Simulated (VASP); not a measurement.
OSZICAR of a VASP run on Se (trig):

**OSZICAR**
```
       N       E                     dE             d eps       ncg     rms          rms(c)
DAV:   1     0.776795325627E+02    0.77680E+02   -0.62595E+03   442   0.923E+02
DAV:   2    -0.513996196831E+01   -0.82819E+02   -0.79139E+02   572   0.163E+02
DAV:   3    -0.105389865961E+02   -0.53990E+01   -0.53756E+01   502   0.489E+01
DAV:   4    -0.105921647447E+02   -0.53178E-01   -0.53153E-01   542   0.566E+00
DAV:   5    -0.105926792340E+02   -0.51449E-03   -0.51448E-03   542   0.544E-01    0.647E+00
DAV:   6    -0.105297671866E+02    0.62912E-01   -0.41277E-02   492   0.148E+00    0.400E+00
DAV:   7    -0.105087929191E+02    0.20974E-01   -0.80753E-02   492   0.205E+00    0.199E-01
DAV:   8    -0.105081731074E+02    0.61981E-03   -0.10099E-02   462   0.711E-01    0.101E-01
DAV:   9    -0.105083099772E+02   -0.13687E-03   -0.32455E-04   557   0.138E-01    0.295E-02
DAV:  10    -0.105083476327E+02   -0.37656E-04   -0.60163E-05   477   0.593E-02    0.848E-03
DAV:  11    -0.105083513443E+02   -0.37116E-05   -0.10841E-05   552   0.222E-02    0.387E-03
DAV:  12    -0.105083510601E+02    0.28428E-06   -0.23036E-06   497   0.109E-02    0.234E-03
DAV:  13    -0.105083510287E+02    0.31351E-07   -0.38593E-07   527   0.385E-03    0.481E-04
DAV:  14    -0.105083510164E+02    0.12350E-07   -0.29533E-08   474   0.121E-03    0.200E-04
DAV:  15    -0.105083510298E+02   -0.13460E-07   -0.10898E-09   301   0.245E-04    0.945E-05
DAV:  16    -0.105083510308E+02   -0.99055E-09   -0.20527E-09   261   0.311E-04
   1 F= -.10508351E+02 E0= -.10508351E+02  d E =-.105084E+02
       N       E                     dE             d eps       ncg     rms          rms(c)
DAV:   1    -0.105083512107E+02   -0.18086E-06   -0.22313E-05   462   0.292E-02    0.250E-03
DAV:   2    -0.105083512196E+02   -0.89681E-08   -0.10609E-06   552   0.670E-03    0.454E-04
DAV:   3    -0.105083511692E+02    0.50456E-07   -0.86563E-09   341   0.763E-04    0.275E-04
DAV:   4    -0.105083511143E+02    0.54855E-07   -0.43556E-09   241   0.470E-04    0.942E-05
DAV:   5    -0.105083510994E+02    0.14973E-07   -0.61461E-10   251   0.205E-04    0.424E-05
DAV:   6    -0.105083510966E+02    0.27435E-08   -0.60288E-11   251   0.649E-05
   2 F= -.10508351E+02 E0= -.10508351E+02  d E =-.658097E-07
```

Q: Which electronic solver shows in the log?

A: It is blocked Davidson (ALGO = Normal, or the opening steps of other solvers). The INCAR had ALGO = Normal.

Q: Can the final energy be trusted as converged?

A: Self-consistency was reached. It stopped with EDIFF = 1E-8, NELM = 100, NSW = 30 and EDIFFG = -0.001 after 2 ionic steps (PBE GGA, plane waves, VASP's PBE PAW potentials (set 64)). Without a dispersion term in the relaxation, distances and binding between the weakly bound layers, chains or molecules are unreliable, and so is what depends on them.

The compound is Se in the trig structure. This run relaxes the ions in a fixed cell. Symmetry was kept, so distortions that lower it aren't found. The start is the result of an earlier pass.
